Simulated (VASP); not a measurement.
Calculation: RPBE GGA, VASP's PBE PAW potentials (set 64) (plane waves; VASP 6.6.1).

The input files of a VASP run:

**INCAR**
```
# general
SYSTEM = KCl
PREC   = Accurate
ENCUT  = 520   # plane-wave cut-off (eV)
LREAL  = F   # projection in real space or not
LASPH  = T

# electronic loop
EDIFF  = 1E-6   # SCF stop (eV)
NELM   = 100   # most electronic steps
ALGO   = Normal   # blocked Davidson

# smearing
ISMEAR = 0   # Gaussian
SIGMA  = 0.05

# functional
GGA    = RP   # RPBE

# ions
IBRION = 2   # conjugate gradients
NSW    = 60
ISIF   = 3   # ions, shape and volume
EDIFFG = -0.01

# output
LWAVE  = F
LCHARG = F
```

### POSCAR
```
KCl
1
    0.0000000000     3.1450000000     3.1450000000
    3.1450000000     0.0000000000     3.1450000000
    3.1450000000     3.1450000000     0.0000000000
K Cl
1 1
Direct
  0.0000000000   0.0000000000   0.0000000000
  0.5000000000   0.5000000000   0.5000000000
```

**KPOINTS**
```
Automatic mesh
0
gamma
 7 7 7
```

POTCAR, in this order: K_sv Cl (PBE.64 set). Program: vasp_std.

Task: What will the output report for the number of irreducible k-points (NKPTS), largest plane-wave count, number of space-group operations, FFT grid (NGX, NGY, NGZ)?

Result: 
The number of irreducible k-points (NKPTS) is 20 and the largest plane-wave count is 1691. The number of space-group operations is 48 and the FFT grid (NGX, NGY, NGZ) comes out as 36 × 36 × 36.

The compound is KCl in the rock salt structure. This run relaxes it. Symmetry was kept, so distortions that lower it aren't found.
